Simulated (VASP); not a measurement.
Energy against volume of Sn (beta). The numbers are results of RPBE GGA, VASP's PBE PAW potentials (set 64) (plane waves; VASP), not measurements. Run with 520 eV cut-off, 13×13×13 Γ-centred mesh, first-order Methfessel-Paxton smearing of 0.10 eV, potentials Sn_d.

Shape and ions are relaxed at each volume.

| V (Å³/atom) | E (eV/atom) |
|---|---|
| 28.403 | -3.43411 |
| 29.281 | -3.43754 |
| 30.159 | -3.43391 |
| 31.038 | -3.42434 |

Q: Fit these four points and predict the energy of the run at 27.524 Å³/atom.

A: A cubic in V^(−2/3), the third-order Birch-Murnaghan form, passes through the four points with V0 = 29.24 Å³/atom and B0 = 43 GPa, and gives -3.4222 eV/atom there. The run gave -3.4222 eV/atom, +0.1 meV/atom from the fit; all five points give B0 = 43 GPa.

The compound is Sn in the beta structure. It was relaxed first, which changed the volume by +8 %.
